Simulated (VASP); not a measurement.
Data:

```
CsSnI3
1.0
    6.20821     0.00000     0.00000
    0.00000     6.20821     0.00000
    0.00000     0.00000     6.20821
Cs Sn I
1 1 3
Direct
  0.00000   0.00000   0.00000
  0.50000   0.50000   0.50000
  0.50000   0.00000   0.50000
  0.00000   0.50000   0.50000
  0.50000   0.50000   0.00000
```

Level of theory: rev-vdW-DF2, VASP's PBE PAW potentials (set 64) (plane waves; VASP). Numerical set-up: 520 eV cut-off, Gaussian smearing of 0.050 eV, potentials Cs_sv Sn_d I.

Unless said otherwise, spin-orbit coupling is left out, though it shifts the bands of the heavy elements here.

What does the run give for the band gap (along the path) with the smallest direct gap where there is one?

band gap (along the path): 0.36 eV
smallest direct gap (along the path): 0.36 eV

The absolute energy has meaning only against runs of the same code, potentials and settings.

The compound is CsSnI3 in the cubic perovskite structure, the ideal cubic form; the compound distorts at low or room temperature. It was relaxed first.
